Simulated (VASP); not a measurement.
## HfGe in VASP: the effect of exact exchange

Crystal: HfGe.

```
Hf Ge
1.0
     3.21967    0.00000    0.00000
     0.00000    3.21967    0.00000
     0.00000    0.00000    4.10843
Hf Ge
1 1
Direct
  0.50000 0.50000 0.00000
  0.00000 0.00000 0.00000
```

The cell was built by a generator and needn't be a form met in nature.

Alike in all runs:

```yaml
Program: VASP 6.6.1
Task: single point
Functional: PBE0(alpha)
Potentials_or_basis: VASP PAW PBE potentials, release 64 (Hf_pv, Ge_d)
Cutoff: 520 eV
k_mesh: 4 × 4 × 4
Occupations: fermi-dirac, width 0.05 eV
Spin: no spin polarisation
```

| exact exchange | pressure (GPa) |
| --- | --- |
| 0.2 | ? |
| 0.25 | 61.1 |
| 0.3 | 60.7 |

Problem. What does the run with exact exchange 0.2 give?

Solution. Pressure 59.8 GPa.

Caveats: all runs use coarse meshes; a pressure of tens of GPa on the cell as given is suspect, and the run, the potentials or the cell itself is likely at fault; the PAW data sets were made with another functional, which shifts forces and pressure a little.
